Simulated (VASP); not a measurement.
OSZICAR of a VASP run on Ge (diamond):

**OSZICAR**
```
       N       E                     dE             d eps       ncg     rms          rms(c)
DAV:   1     0.224460326175E+03    0.22446E+03   -0.12266E+04  3920   0.375E+03
DAV:   2     0.293554705895E+02   -0.19510E+03   -0.19040E+03  3392   0.716E+02
DAV:   3    -0.804710951052E+01   -0.37403E+02   -0.36857E+02  3764   0.194E+02
DAV:   4    -0.100002529762E+02   -0.19531E+01   -0.19476E+01  3960   0.531E+01
DAV:   5    -0.100376977082E+02   -0.37445E-01   -0.37435E-01  3748   0.795E+00    0.327E+00
DAV:   6    -0.993884478130E+01    0.98853E-01   -0.44714E-02  4040   0.271E+00    0.187E+00
DAV:   7    -0.988758871218E+01    0.51256E-01   -0.71773E-02  3548   0.277E+00    0.289E-01
DAV:   8    -0.988848737849E+01   -0.89867E-03   -0.73530E-03  3692   0.113E+00    0.140E-01
DAV:   9    -0.988883835936E+01   -0.35098E-03   -0.42988E-04  4248   0.357E-01    0.373E-02
DAV:  10    -0.988891943488E+01   -0.81076E-04   -0.10965E-04  3692   0.135E-01    0.749E-03
DAV:  11    -0.988892081180E+01   -0.13769E-05   -0.46752E-06  3932   0.285E-02    0.428E-03
DAV:  12    -0.988892170261E+01   -0.89081E-06   -0.11609E-06  2792   0.814E-03
   1 F= -.98889217E+01 E0= -.98888697E+01  d E =-.104091E-03  mag=     0.0000     0.0000     0.0000
       N       E                     dE             ncg
       N       E                     dE             ncg
```

Problem. Which electronic solver shows in the log?

Solution. It is blocked Davidson (ALGO = Normal, or the opening steps of other solvers). The INCAR had ALGO = Normal.

Problem. How was spin treated?

Solution. With non-collinear spinors: mag has three components.

Problem. Can the final energy be trusted as converged?

Solution. Self-consistency was reached. It stopped with EDIFF = 1E-6, NELM = 100 (PBEsol GGA with spin-orbit coupling, plane waves, VASP's PBE PAW potentials (set 64)).

The compound is Ge in the diamond structure. It was relaxed first.
